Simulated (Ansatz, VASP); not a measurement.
**Cross-check of Sn between VASP and Ansatz**

Wanted: the spread between two codes on one cell, functional and k mesh. The cell is taken from a series of runs on this material, whose earlier steps may have relaxed, scaled, displaced or heated it; both programs get it as it stands.

Method: plane waves, with VASP 6.6.1 beside it; zone-centre phonons at PBEsol, in Ansatz 0.2.0.

## Step 1: The starting structure

Symmetry: I4_1/amd, No. 141, tetragonal system. Conventional cell: a = 4.609 Å, b = 4.609 Å, c = 6.606 Å, α = 90.00°, β = 90.00°, γ = 90.00°. Nearest to Sn lie 4 Sn at 2.84 Å.

Structure file:

```
Sn
1.0
     0.00000    3.25933    3.30299
     3.25933    0.00000    3.30299
     3.25933    3.25933    0.00000
Sn
2
Direct
  0.50000 0.50000 0.50000
  0.75000 0.75000 0.75000
```

## Step 2: VASP: zone-centre phonons, PBEsol

Second derivatives magnify differences that forces hide, and they need a tight electronic threshold.

Lines of VASP's logs that name or quote its potential files are left out, and so is its time.

INCAR

```
SYSTEM = Sn
PREC = Accurate
ENCUT = 500
EDIFF = 1E-08
NELM = 120
ISMEAR = 1
SIGMA = 0.2
LREAL = .FALSE.
ALGO = Normal
GGA = PS
NBANDS = 20
LORBIT = 11
LWAVE = .FALSE.
LCHARG = .FALSE.
ISIF = 2
IBRION = 8
LASPH = .TRUE.
GGA_COMPAT = .FALSE.
KPAR = 2
```

POSCAR

```
Sn
1.0
    0.0000000000      3.2593345038      3.3029901644
    3.2593345038      0.0000000000      3.3029901644
    3.2593345038      3.2593345038      0.0000000000
Sn
2
Direct
    0.5000000000      0.5000000000      0.5000000000
    0.7500000000      0.7500000000      0.7500000000
```

KPOINTS

```
Automatic mesh
0
Gamma
12 12 12
0 0 0
```

PAW data sets: Sn_d (PBE family, release 64).

On the command line:

```sh
mpirun -np 2 vasp_std
```

Numbers of over 12 decimals in the logs are rounded to 6 here.

Output:

```text
[banner, memory and clock lines left out]
running    2 mpi-ranks, on    1 nodes
 distrk:  each k-point on    1 cores,    2 groups
 distr:  one band on    1 cores,    1 groups

 POSCAR found type information on POSCAR Sn
 POSCAR found :  1 types and       2 ions
|                                                                             |
|               ----> ADVICE to this user running VASP <----                  |
|                                                                             |
|     You enforced a specific xc type in the INCAR file but a different       |
|     [... a line on the potential file left out ...]
|     I HOPE YOU KNOW WHAT YOU ARE DOING!                                     |
|                                                                             |

 LDA part: xc-table for (Slater+PW92), standard interpolation
 POSCAR, INCAR and KPOINTS ok, starting setup
 FFT: planning ... GRIDC
 FFT: planning ... GRID_SOFT
 FFT: planning ... GRID
 WAVECAR not read
 entering main loop
       N       E                     dE             d eps       ncg     rms          rms(c)
DAV:   1     0.220291512495E+03    0.22029E+03   -0.14775E+04  6568   0.197E+03
DAV:   2     0.147836179952E+02   -0.20551E+03   -0.20200E+03  6532   0.438E+02
DAV:   3    -0.781289501698E+01   -0.22597E+02   -0.22474E+02  7488   0.142E+02
DAV:   4    -0.853667335933E+01   -0.72378E+00   -0.72336E+00  7388   0.286E+01
DAV:   5    -0.856183748053E+01   -0.25164E-01   -0.25163E-01  8916   0.521E+00    0.315E+00
DAV:   6    -0.849522453866E+01    0.66613E-01   -0.42764E-02  8816   0.275E+00    0.178E+00
DAV:   7    -0.846322721636E+01    0.31997E-01   -0.51921E-02  7520   0.260E+00    0.164E-01
DAV:   8    -0.846414020309E+01   -0.91299E-03   -0.70690E-03  7108   0.103E+00    0.523E-02
DAV:   9    -0.846439756399E+01   -0.25736E-03   -0.36000E-04  8148   0.150E-01    0.106E-02
DAV:  10    -0.846440866090E+01   -0.11097E-04   -0.18158E-05  7760   0.357E-02    0.514E-03
DAV:  11    -0.846441036133E+01   -0.17004E-05   -0.25730E-06  7364   0.118E-02    0.639E-04
DAV:  12    -0.846441028135E+01    0.79977E-07   -0.16475E-07  7784   0.442E-03    0.321E-04
DAV:  13    -0.846441026048E+01    0.20872E-07   -0.11598E-08  5776   0.824E-04    0.389E-05
DAV:  14    -0.846441026878E+01   -0.83055E-08   -0.10600E-09  4212   0.343E-04
   1 F= -.84644103E+01 E0= -.84642645E+01  d E =-.437212E-03
 Linear response reoptimize wavefunctions to high precision
DAV:   1    -0.846441026918E+01   -0.39472E-09   -0.41349E-10  4256   0.245E-04
DAV:   2    -0.846441026919E+01   -0.14552E-10   -0.20516E-10  3780   0.162E-04
 Linear response DOF=           2
 Linear response progress:
  Degree of freedom:   1/  2
       N       E                     dE             d eps       ncg     rms          rms(c)
RMM:   1    -0.214188513112E+00   -0.21419E+00    0.55093E-01 23882   0.100E+01
RMM:   2    -0.220863550798E+00   -0.66750E-02   -0.19707E-02 33365   0.116E+00    0.688E-02
RMM:   3    -0.221026527093E+00   -0.16298E-03   -0.16108E-03 35192   0.323E-01    0.319E-02
RMM:   4    -0.220931490821E+00    0.95036E-04   -0.11677E-04 34892   0.971E-02    0.114E-02
RMM:   5    -0.220919212013E+00    0.12279E-04   -0.18049E-05 35632   0.328E-02    0.387E-03
RMM:   6    -0.220918685785E+00    0.52623E-06   -0.14358E-06 35348   0.949E-03    0.187E-03
RMM:   7    -0.220916522180E+00    0.21636E-05   -0.68896E-07 35143   0.346E-03    0.297E-04
RMM:   8    -0.220914188518E+00    0.23337E-05   -0.31981E-07 36434   0.124E-03    0.228E-04
RMM:   9    -0.220912244114E+00    0.19444E-05   -0.16395E-08 35745   0.524E-04    0.550E-05
RMM:  10    -0.220912684813E+00   -0.44070E-06   -0.88221E-08 37772   0.227E-04    0.309E-05
RMM:  11    -0.220912659093E+00    0.25720E-07   -0.75239E-08 36475   0.125E-04    0.587E-06
RMM:  12    -0.220912648226E+00    0.10867E-07   -0.44667E-08 39053   0.770E-05    0.549E-06
RMM:  13    -0.220912634796E+00    0.13430E-07    0.14800E-08 37858   0.560E-05    0.302E-06
RMM:  14    -0.220912618338E+00    0.16458E-07    0.40562E-09 38016   0.466E-05    0.118E-06
RMM:  15    -0.220912604187E+00    0.14151E-07    0.88290E-09 34957   0.419E-05    0.225E-07
RMM:  16    -0.220912601613E+00    0.25735E-08    0.76003E-09 27581   0.393E-05    0.175E-07
 first order change of Fermi-energy   0.14356E-04
 force on displaced ion       1 direction 1 :  -6.973  -0.000  -0.000
 Linear response progress:
  Degree of freedom:   2/  2
       N       E                     dE             d eps       ncg     rms          rms(c)
RMM:   1    -0.214291433703E+00   -0.21429E+00    0.53611E-01 14045   0.993E+00
RMM:   2    -0.220917536270E+00   -0.66261E-02   -0.19734E-02 19631   0.116E+00    0.694E-02
RMM:   3    -0.221084095329E+00   -0.16656E-03   -0.16234E-03 20674   0.323E-01    0.323E-02
RMM:   4    -0.220989948810E+00    0.94147E-04   -0.11286E-04 20608   0.972E-02    0.113E-02
RMM:   5    -0.220979107240E+00    0.10842E-04   -0.14886E-05 20921   0.328E-02    0.382E-03
RMM:   6    -0.220978549885E+00    0.55736E-06   -0.11113E-06 20721   0.952E-03    0.184E-03
RMM:   7    -0.220976024485E+00    0.25254E-05    0.21032E-07 20631   0.348E-03    0.279E-04
RMM:   8    -0.220973722333E+00    0.23022E-05    0.72242E-08 21389   0.125E-03    0.220E-04
RMM:   9    -0.220971699693E+00    0.20226E-05    0.14332E-07 20899   0.528E-04    0.541E-05
RMM:  10    -0.220972197864E+00   -0.49817E-06    0.18440E-07 22123   0.231E-04    0.319E-05
RMM:  11    -0.220972175263E+00    0.22601E-07    0.10724E-07 21419   0.125E-04    0.647E-06
RMM:  12    -0.220972158541E+00    0.16722E-07   -0.28067E-08 22953   0.755E-05    0.595E-06
RMM:  13    -0.220972144293E+00    0.14248E-07   -0.14211E-08 22200   0.530E-05    0.324E-06
RMM:  14    -0.220972127270E+00    0.17024E-07   -0.57832E-09 22435   0.428E-05    0.160E-06
RMM:  15    -0.220972110490E+00    0.16780E-07   -0.25823E-09 21117   0.378E-05    0.311E-07
RMM:  16    -0.220972108361E+00    0.21281E-08   -0.19781E-09 16394   0.348E-05    0.264E-07
 first order change of Fermi-energy   0.27647E-03
 force on displaced ion       1 direction 3 :   0.000   0.000  -7.002
 Linear response finished
```

OUTCAR, selected parts (step 2):

```text
ion  position               nearest neighbor table
   1  0.500  0.500  0.500-   2 2.84   2 2.84   2 2.84   2 2.84
   2  0.750  0.750  0.750-   1 2.84   1 2.84   1 2.84   1 2.84

  LATTYP: Found a body centered tetragonal cell.
 ALAT       =     4.6093950596
 C/A-ratio  =     1.4331555971

 Subroutine GETGRP returns: Found 16 space group operations
 (whereof  8 operations were pure point group operations)

The static configuration has the point symmetry D_2d.
 The point group associated with its full space group is D_4h.

 Found    163 irreducible k-points:

   k-points           NKPTS =    163   k-points in BZ     NKDIM =    163   number of bands    NBANDS=     20

   dimension x,y,z NGX =    36 NGY =   36 NGZ =   36
   dimension x,y,z NGXF=    72 NGYF=   72 NGZF=   72

   ENCUT  =  500.0 eV  36.75 Ry    6.06 a.u.   8.46  8.46  8.40*2*pi/ulx,y,z

   NELECT =      28.0000    total number of electrons

 k-points in reciprocal lattice and weights: Automatic mesh
   0.00000000  0.00000000  0.00000000       0.001
   0.08333333 -0.00000000  0.00000000       0.005
   0.16666667 -0.00000000  0.00000000       0.005
   0.25000000  0.00000000  0.00000000       0.005
   0.33333333 -0.00000000  0.00000000       0.005
   0.41666667 -0.00000000  0.00000000       0.005
   0.50000000  0.00000000  0.00000000       0.002
   0.08333333  0.08333333  0.00000000       0.001
   0.16666667  0.08333333  0.00000000       0.005
[...]
-0.33333333  0.16666667  0.50000000       0.002
  -0.25000000  0.25000000  0.50000000       0.001

 average (electrostatic) potential at core
       1-101.5653       2-101.5653

  Total       -0.0300577     -0.0300577     -0.2068862      0.0000000      0.0000000      0.0000000
  in kB       -0.6862334     -0.6862334     -4.7233166      0.0000000      0.0000000      0.0000000
  external PRESSURE =      -2.0319278 kB  Pullay stress =       0.0000000 kB

  energy-cutoff  :      500.00
  volume of cell :       70.18
      direct lattice vectors                 reciprocal lattice vectors
     0.000000000  3.259334504  3.302990164    -0.153405549  0.153405549  0.151377986
     3.259334504  0.000000000  3.302990164     0.153405549 -0.153405549  0.151377986
     3.259334504  3.259334504  0.000000000     0.153405549  0.153405549 -0.151377986

 POSITION                                       TOTAL-FORCE (eV/Angst)
 -----------------------------------------------------------------------------------
      3.25933      3.25933      3.30299         0.000000      0.000000      0.000000
      4.88900      4.88900      4.95449        -0.000000     -0.000000     -0.000000
 -----------------------------------------------------------------------------------
    total drift:                                0.000000      0.000000      0.000000

 Eigenvectors and eigenvalues of the dynamical matrix
 ----------------------------------------------------

   1 f  =    5.369645 THz    33.738472 2PiTHz  179.112065 cm-1    22.207056 meV
             X         Y         Z           dx          dy          dz
      3.259335  3.259335  3.302990     0.000000    0.000000   -0.707107
      4.889002  4.889002  4.954485     0.000000    0.000000    0.707107

   2 f  =    5.358425 THz    33.667976 2PiTHz  178.737813 cm-1    22.160654 meV
             X         Y         Z           dx          dy          dz
      3.259335  3.259335  3.302990    -0.707107    0.000000    0.000000
      4.889002  4.889002  4.954485     0.707107    0.000000    0.000000

   3 f  =    5.358425 THz    33.667976 2PiTHz  178.737813 cm-1    22.160654 meV
             X         Y         Z           dx          dy          dz
      3.259335  3.259335  3.302990     0.000000   -0.707107    0.000000
      4.889002  4.889002  4.954485     0.000000    0.707107    0.000000

   4 f  =    0.000000 THz     0.000000 2PiTHz    0.000000 cm-1     0.000000 meV
             X         Y         Z           dx          dy          dz
      3.259335  3.259335  3.302990     0.707107    0.000000    0.000000
      4.889002  4.889002  4.954485     0.707107    0.000000    0.000000

   5 f  =    0.000000 THz     0.000000 2PiTHz    0.000000 cm-1     0.000000 meV
             X         Y         Z           dx          dy          dz
      3.259335  3.259335  3.302990     0.000000    0.707107    0.000000
      4.889002  4.889002  4.954485     0.000000    0.707107    0.000000

   6 f  =    0.000000 THz     0.000000 2PiTHz    0.000000 cm-1     0.000000 meV
             X         Y         Z           dx          dy          dz
      3.259335  3.259335  3.302990     0.000000    0.000000    0.707107
      4.889002  4.889002  4.954485     0.000000    0.000000    0.707107

 ELASTIC MODULI CONTR FROM IONIC RELAXATION (kBar)
 Direction    XX          YY          ZZ          XY          YZ          ZX
 --------------------------------------------------------------------------------
 XX           0.0000      0.0000      0.0000      0.0000      0.0000      0.0000
 YY           0.0000      0.0000      0.0000      0.0000      0.0000      0.0000
 ZZ           0.0000      0.0000      0.0000      0.0000      0.0000      0.0000
 XY           0.0000      0.0000      0.0000   -206.0938      0.0000      0.0000
 YZ           0.0000      0.0000      0.0000      0.0000   -215.0609      0.0000
 ZX           0.0000      0.0000      0.0000      0.0000      0.0000   -185.7321
 --------------------------------------------------------------------------------
```

## Step 3: Ansatz: zone-centre phonons, PBEsol

Ansatz runs on its PAW soft_1 files.

The same cell, functional, mesh and smearing now go to Ansatz, which takes its cutoff from its data sets.

input.yaml

```yaml
crystal:
  lattice:
    - [0.0, 3.2593345038, 3.3029901644]
    - [3.2593345038, 0.0, 3.3029901644]
    - [3.2593345038, 3.2593345038, 0.0]
  atoms:
    - { symbol: Sn, position: [0.5, 0.5, 0.5] }
    - { symbol: Sn, position: [0.75, 0.75, 0.75] }
kpoints:
  mp_grid: { grid: [12, 12, 12] }
hamiltonian:
  xc: pbesol
  pseudopotentials: { kind: paw, azcp: { folder: soft_1 }, xc_functional: pbe }
scf:
  occupations: { method: methfessel_paxton, width: 0.2 }
output:
  eigenvalues: true
phonons:
  method: dfpt
```

On the command line:

```sh
ansatz run input.yaml --threads 4 --pin off --max-ram 10240MiB --backend cpu --events-out ev --progress --plain --runs-dir out
```

Output:

```text
zone centre: on kpoints.mp_grid the ground state, and the responses unless they are solved on pairs of k-points, stand on 280 of the mesh's 1728 k-points, reduced under 4 symmetry operations, with k and −k counted as one. Each operation leaves every solved displacement unchanged or reverses it
Engine: ansatz 0.2.0, x86_64-unknown-linux-gnu
Pseudopotentials: kind: paw
Pseudopotential: Sn, paw, valence charge 14, recommended cutoff 420 eV (normal), soft_1/Sn.paw.azcp
Functional definition: PBEsol
  exchange = pbesol_x
  correlation = pbesol_c
Crystal: 2 atoms, lattice volume = 70.177 Å³
Basis set: ecut = 420 eV, 1379 PW (Γ), exchange–correlation on 64×64×64 points (8 copies of the dense FFT grid, shifted against one another)
Bands: 18, of which v1, the nominal top of the filled ones, is band 14 counted from 1 (13 counted from 0)
Symmetry: 16 space group operations
k-points: 280 of 1728 (irreducible under 4 space group operations, time reversal used)
Non-local potential: Sn, projectors of the file, l = 0: 2, l = 1: 2, l = 2: 2, l = 3: 1
PAW form: soft (Blöchl's): semilocal exchange-correlation on the pseudo side does not see the compensation charge
PAW frozen core: Sn, regenerated for the run's functional, and the local potential with it (the file was generated under x = pbe(κ = 0.804, μ = 0.219515), c = pbe(β = 0.066725))
PAW one-centre angular grid: Sn, 590 points (default); XC on 64 Gauss nodes
Initial density: superposition of atomic densities (chi_scale 0.1, normalization cell)
Initial wavefunctions: pseudopotential atomic-orbital guess
Functional: x = pbesol(κ = 0.804, μ = 0.123457), c = pbesol(β = 0.046)
SCF iter   1: F=—  HF=-11899.714087 eV  |F-HF|=—  |Δ(HF+E_count)|=         —  Δρ=2.11e-2  dr2=3.29e-1  ethr=3.10e-3  ⟨swp⟩=5.6  Hψ=26553  notcnv=0
preconditioner: auto → Kerker (q_TF=auto, 2.341 Å⁻¹)  [metal: Δε(μ)=0.019 eV  Ē_g=19.850 eV  σ=0.200 eV  W_gap=0.08  n_scr=14 (ndim 8)  ℏωp=23.5 eV  f_vac=0.007  D(μ)=0.19/eV (n_scr^D=0)]
SCF iter   2: F=—  HF=-11899.673838 eV  |F-HF|=—  |Δ(HF+E_count)|=   4.02e-2  S|Δr|=    0.00e0  Δρ=1.37e-2  dr2=1.58e-1  ethr=1.18e-3  ⟨swp⟩=1.0  Hψ=7280  notcnv=0
SCF iter   3: F=—  HF=-11899.643445 eV  |F-HF|=—  |Δ(HF+E_count)|=   3.04e-2  S|Δr|=    0.00e0  Δρ=2.52e-3  dr2=1.28e-2  ethr=5.63e-4  ⟨swp⟩=1.0  Hψ=5040  notcnv=0
SCF iter   4: F=—  HF=-11899.644151 eV  |F-HF|=—  |Δ(HF+E_count)|=   7.07e-4  S|Δr|=    0.00e0  Δρ=1.37e-3  dr2=2.63e-3  ethr=4.56e-5  ⟨swp⟩=2.0  Hψ=6111  notcnv=0
SCF iter   5: F=—  HF=-11899.645308 eV  |F-HF|=—  |Δ(HF+E_count)|=   1.16e-3  S|Δr|=    0.00e0  Δρ=2.85e-4  dr2=7.37e-5  ethr=9.40e-6  ⟨swp⟩=2.0  Hψ=6162  notcnv=0
SCF iter   6: F=—  HF=-11899.645385 eV  |F-HF|=—  |Δ(HF+E_count)|=   7.65e-5  S|Δr|=    0.00e0  Δρ=5.41e-5  dr2=1.42e-6  ethr=2.63e-7  ⟨swp⟩=2.2  Hψ=6612  notcnv=0
SCF iter   7: F=—  HF=-11899.645392 eV  |F-HF|=—  |Δ(HF+E_count)|=   7.16e-6  S|Δr|=    0.00e0  Δρ=8.96e-6  dr2=3.69e-8  ethr=5.08e-9  ⟨swp⟩=2.0  Hψ=6172  notcnv=0
SCF iter   8: F=—  HF=-11899.645392 eV  |F-HF|=—  |Δ(HF+E_count)|=   1.47e-7  S|Δr|=    0.00e0  Δρ=1.43e-6  dr2=1.50e-9  ethr=1.32e-10  ⟨swp⟩=2.4  Hψ=7441  notcnv=0
SCF iter   9: F=—  HF=-11899.645392 eV  |F-HF|=—  |Δ(HF+E_count)|=   4.24e-9  S|Δr|=    0.00e0  Δρ=2.94e-7  dr2=4.72e-11  ethr=5.37e-12  ⟨swp⟩=2.7  Hψ=8059  notcnv=0
SCF iter  10: F=-11899.645392 eV  HF=-11899.645392 eV  |F-HF|=7.28e-12  |Δ(HF+E_count)|=  8.19e-11  S|Δr|=    0.00e0  Δρ=7.62e-8  dr2=3.67e-12  ethr=1.00e-12  ⟨swp⟩=6.6  Hψ=22444  notcnv=0
SCF 1 converged in 10 iterations: F = -11899.645392 eV  dr2 = 3.67e-12
  greatest PAW one-centre occupation: 0.991 electrons in one spin orbital (limit 2), on the Sn atom at site 1 (counted from 0), in its partial waves of l = 2
DFPT response loops at Γ: preconditioner auto → Kerker (q_TF=auto, 2.341 Å⁻¹) (partly filled bands, converged f_vac=0.086); β = 1.00, the filter's whole step (`scf.mixing.beta` (0.50) is not read by the response loops under this deck's `scf.mixing.preconditioner`; to damp them name `kerker` or `kerker_dos`, under which they read `scf.mixing.beta`, and type it under 1.00, their step now; both keys bind the ground state too); Broyden in place of MSR1
SCF converged after 10 iterations
Stability not checked: this state was not tested for a lower state beside it, because cold or Methfessel-Paxton smearing, or corrected tetrahedra, fill the levels in a way that the test cannot read (fill_not_monotonic; see scf.lower_state_search)
Free energy (F): -11899.645392 eV
Harris-Foulkes:  -11899.645392 eV  (|F-HF|=7.28e-12)
Internal energy: -11899.644956 eV  (E = F + TS)
E sigma→0 (E₀):  -11899.645283 eV
Entropy (-TS):   -0.000435 eV (-0.218 meV/atom)
Fermi energy:    7.371879 eV
--- Per-component energies (eV) ---
  E_band       = -257.785787
  E_kinetic    = 336.658913
  E_local      = -2654.859787  (includes V_loc(G=0)·N_el)
  E_nonlocal   = 293.791606
  E_hartree    = 1287.683162
  E_xc         = -248.866815
  E_vxc        = -160.177492  (∫ρ·V_xc dr)
  E_paw        = -8592.605980  (= ΣΔE_a)
  E_vpaw       = -648.566017  (= ΣTr[D̂ρ^β])
  E_aug_tail   = 0.000579  (compensation charges beyond the density's cutoff)
  E_ewald      = -2322.016313
  E_core_change = 0.569679  (= ΣΔE_core)
  E_smearing   = -0.000435  (= −TS)
  E_closure    = 0.000000  (closes the sum)
  Σ components = -11899.645392   (vs F -11899.645392, Δ=0.00e0)
--- Band table (eV; the first three rows and the last of 280) ---
  k-point 0: bands = [... 10 lower, -3.0617, 6.5121, 7.4208, 7.5086, 7.5086, 9.5203, 9.5203, 9.5734]
  k-point 1: bands = [... 10 lower, -2.9960, 5.7324, 7.3123, 7.3736, 7.8246, 9.6973, 9.7153, 9.8159]
  k-point 2: bands = [... 10 lower, -2.8020, 4.5359, 7.0187, 7.0853, 7.8439, 10.0762, 10.0920, 10.6356]
  k-point 279: bands = [... 10 lower, -0.0820, -0.0820, 5.0567, 5.0567, 8.2334, 8.2334, 14.9167, 14.9167]
--- Phonons (Γ-DFPT): 2 representative perturbations + reference, on 280 of 1728 k-points (Σ response iterations 6) ---
  k mesh reduced under 4 symmetry operations, with k and −k counted as one. Each operation leaves every solved displacement unchanged or reverses it
  ASR residual: 3.642e-5 → 0.000e0 eV/Å²; symmetrization residual: 2.429e-12 eV/Å²
  ASR residual per site (eV/Å²): 3.64e-5 3.64e-5
  Γ frequencies (cm⁻¹): 0.00 0.00 0.00 178.60 178.60 179.34
  non-analytic LO–TO correction: not included (Born effective charges unavailable; polar crystals: no LO–TO splitting at Γ)
```

Reading the cycles: dr2 is the Hartree energy of the density residual (eV), the measure of convergence; HF is the Harris–Foulkes estimate of the energy, which meets the free energy F at convergence.

## Step 4: Side by side

Known differences besides the potentials themselves: the cutoff is 420 eV in Ansatz and 500 eV in VASP; Ansatz makes its cores anew for this functional, VASP keeps those of its PBE data sets. Total energies have different zeros and are not compared.

The two programs side by side:

| quantity | Ansatz | VASP | difference |
| --- | --- | --- | --- |
| optical mode 1 to 2 (cm⁻¹) | 178.6 | 178.7 | -0.08 % |
| optical mode 3 (cm⁻¹) | 179.3 | 179.1 | +0.13 % |

Modes are paired by rising frequency, not by their patterns, so a pair may set unlike modes beside each other; they are those without the splitting of longitudinal modes.

## Step 5: Results

```json
{
  "r.m.s. difference of the optical zone-centre modes, each program's sorted by frequency (zone-centre phonons, PBEsol)": "0.17 cm⁻¹"
}
```

What this shows: The r.m.s. difference of the optical zone-centre modes, each program's sorted by frequency is 0.17 cm⁻¹ (zone-centre phonons, PBEsol). How closely two codes agree says nothing of how well the functional describes the real material.

[Lines on the potential files, build, host, timing and source positions are cut from VASP's logs without a mark.]

[Logs are printed without paths, hosts, clocks, repeated set-up lines and the standing remarks that a program may print on its own settings, such as how far it seeks lower states.]

[Hosts, paths, dates, database ids (printed as entryN), source tags and the programs' standing remarks are cut or masked in the printed files.]
